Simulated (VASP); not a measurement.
A convergence study with VASP on MgO (rock salt): one setting is varied, all else stays as given below, so the limit is that of these other settings. ε∞ is the independent-particle value.

```yaml
crystal:
  lattice:
    - [0.00000, 2.10500, 2.10500]
    - [2.10500, 0.00000, 2.10500]
    - [2.10500, 2.10500, 0.00000]
  atoms:
    - { symbol: Mg, position: [0.00000, 0.00000, 0.00000] }
    - { symbol: O, position: [0.50000, 0.50000, 0.50000] }
```

Computed with PBEsol GGA, VASP's PBE PAW potentials (set 64) (plane waves; VASP). The tightest run used: 700 eV cut-off, 9×9×9 Γ-centred mesh, Gaussian smearing of 0.050 eV, potentials Mg O.

### Question
The settings run are NBANDS = 5; NBANDS = 6; NBANDS = 8; NBANDS = 12; NBANDS = 20; NBANDS = 36; NBANDS = 68; NBANDS = 132. From which on does the mean ε∞ stay within 0.05  of the tightest run?

### Answer
From NBANDS = 20 on: it is off by 0.02 there and by no more than 0.05 in any finer run, while NBANDS = 12 is off by 0.07.
| setting | mean ε∞ | bands | difference judged () |
|---|---|---|---|
| NBANDS = 5 | 2.26 | 5 | 0.99 |
| NBANDS = 6 | 2.62 | 6 | 0.63 |
| NBANDS = 8 | 3.06 | 8 | 0.19 |
| NBANDS = 12 | 3.18 | 12 | 0.07 |
| NBANDS = 20 | 3.23 | 20 | 0.02 |
| NBANDS = 36 | 3.24 | 36 | 0.00 |
| NBANDS = 68 | 3.25 | 68 | 0.00 |
| NBANDS = 132 | 3.25 | 132 | 0.00 |

Left out are rungs that failed or repeat a setting and relaxations that didn't move; long series are thinned to 24 rows.

The compound is MgO in the rock salt structure. The cell was not relaxed at this level.
